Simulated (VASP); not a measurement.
A cell of Al3Sc (L1_2) near equilibrium:

```
CELL_PARAMETERS angstrom
      4.07152     0.00000     0.00000
      0.00000     4.07152     0.00000
      0.00000     0.00000     4.07152
ATOMIC_POSITIONS crystal
  Sc 0.00000 0.00000 0.00000
  Al 0.00000 0.50000 0.50000
  Al 0.50000 0.00000 0.50000
  Al 0.50000 0.50000 0.00000
```

Method: PBEsol GGA, VASP's PBE PAW potentials (set 64) (plane waves; VASP).

```
run               ΔE (meV/atom)    σxx    σyy    σzz  largest shear component, with its sign (GPa)  largest force (eV/Å)
----------------  -------------  -----  -----  -----  --------------------------------------------  --------------------
as it is                    0.0   0.11   0.11   0.11                                          0.00                 0.000
after one change            3.8  -2.45  -2.45  -2.45                                          0.00                 0.000
```
Stress is in GPa, positive when the cell is compressed.

Q: What was changed between the two runs?
A) atom 4 (Al) moved by -0.100 Å along x
B) isotropic strain of +2.0 %
C) isotropic strain of +1.0 %
D) atom 2 (Al) moved by -0.050 Å along x

A: C, isotropic strain of +1.0 %

The compound is Al3Sc in the L1_2 structure.
